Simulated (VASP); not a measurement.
```xyz
4
Lattice="4.0728 0.0000 0.0000 0.0000 4.0728 0.0000 0.0000 0.0000 4.0728" Properties=species:S:1:pos:R:3 pbc="T T T"
Sc     0.0000     0.0000     0.0000
Al     0.0000     2.0364     2.0364
Al     2.0364     0.0000     2.0364
Al     2.0364     2.0364     0.0000
```

These are PBEsol GGA, VASP's PBE PAW potentials (set 64) (plane waves; VASP 6.6.1) values and carry that method's errors. Numerical set-up: 400 eV cut-off, 10×10×10 Γ-centred mesh, tetrahedra with Blöchl corrections, potentials Sc_sv Al.

Problem. The job: Al3Sc (L1_2), 4 atoms, PBEsol, static run, 400 eV, 10×10×10 Γ-centred mesh. Roughly how much core time does it take on a busy server core?

Solution. About 30 core-seconds (one run on a shared machine, a rough figure). It had 56 irreducible k-points, 14 bands, up to 1248 plane waves and 19 electronic steps.

The compound is Al3Sc in the L1_2 structure. It was relaxed first.
